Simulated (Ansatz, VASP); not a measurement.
**One structure in several programs: Na₃Cd (Fm-3m, 4 atoms in the cell)**

Self-consistent single point.

```yaml
crystal:
  lattice:
    - [0.00000, 3.87624, 3.87624]
    - [3.87624, 0.00000, 3.87624]
    - [3.87624, 3.87624, 0.00000]
  atoms:
    - { symbol: Na, position: [0.25000, 0.25000, 0.25000] }
    - { symbol: Na, position: [0.75000, 0.75000, 0.75000] }
    - { symbol: Na, position: [0.50000, 0.50000, 0.50000] }
    - { symbol: Cd, position: [0.00000, 0.00000, 0.00000] }
```

Shared settings, as Ansatz (a first-principles code) writes them: kpoints.mp_grid.grid = 10 10 10; magnetization.spin_orbit = true; scf.occupations.method = fermi_dirac; scf.occupations.width = 0.1 eV. Potentials and cutoffs stand in the table.

| code | model | pressure (GPa) | cutoff |
|---|---|---|---|
| VASP | LDA (PZ), spin-orbit coupling, VASP's LDA PAW potentials (set 64) | -1.41 | 300 eV |
| Ansatz | LDA (PW92) with spin-orbit coupling, PAW files made with PBE | -1.32 | 420 eV |

The spread over the programs that give each value: pressure within 0.09 GPa.

Ansatz's pressure is given at a fixed set of plane waves, as the other plane-wave codes print theirs. The same LDA comes in different parametrisations, which differ slightly.

VASP's run is marked for a possible Pulay error in its stress at this cutoff; no cutoff test was made.

The starting cell comes from a database of computed structures (which also holds hypothetical and non-ambient phases and stackings), without a prior relaxation at this level.

Left out of this page: FLEUR (with a known weakness of the program).

Keys are those of Ansatz 0.2.
